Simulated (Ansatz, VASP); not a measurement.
**Two plane-wave programs on TePd2S**

```
Te Pd S
1.0
     3.90148    0.00000    0.00000
    -1.95074    3.37878    0.00000
     0.00000    0.00000    5.61982
Te Pd S
1 2 1
Cartesian
  0.0000 0.0000 0.0000
  1.9507 1.1263 4.1603
  1.9507 1.1263 1.4595
  0.0000 2.2525 2.8099
```

Alike in both runs: functional PBEsol; k mesh 6 × 6 × 4; occupations gaussian, width 0.1 eV; no spin polarisation.

Ansatz relaxed the structure, and its values are those at the end. VASP's run is a single point on that final structure, the one shown.

|  | VASP | Ansatz |
| --- | --- | --- |
| version | VASP 6.6.1 | Ansatz 0.2.0 |
| potentials or method | VASP PAW PBE potentials, release 64 (Te, Pd, S) | scalar-relativistic, plane waves, PAW |
| plane-wave cutoff (eV) | 520 | 420 |
| valence electrons in the cell | 32 | 58 |

|  | VASP | Ansatz | Ansatz less VASP |
| --- | --- | --- | --- |
| gap on the k mesh at the Fermi level (eV) | none | none | - |
| pressure (GPa) | 0.0 | 0.0 | +0.04 |

A gap of «none» marks a metal or a gap that the smearing closes. The two sets of potentials don't hold the same shells in valence.

Caveats: the PAW data sets were made with another functional, which shifts forces and pressure a little (VASP). Spin-orbit coupling is left out, which matters for the levels of Te.
